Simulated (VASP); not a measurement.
Given:

```xyz
4
Lattice="1.9227 -3.3302 0.0000 1.9227 3.3302 0.0000 0.0000 0.0000 12.4032" Properties=species:S:1:pos:R:3 pbc="T T T"
La     0.0000     0.0000     6.2016
La     0.0000     0.0000     0.0000
La     1.9227     1.1101     3.1008
La     1.9227    -1.1101     9.3024
```

Computed with PBE GGA, VASP's PBE PAW potentials (set 64) (plane waves; VASP). Numerical set-up: 400 eV cut-off, 8×8×3 Γ-centred mesh, first-order Methfessel-Paxton smearing of 0.10 eV, potentials La.

Give the stress tensor in GPa (positive for a compressed cell).

```
-1.59   0.00   0.00
 0.00  -1.59   0.00
 0.00   0.00  -1.53
```
The pressure is its mean diagonal, -1.57 GPa.

The compound is La in the dhcp structure. The cell was not relaxed at this level.
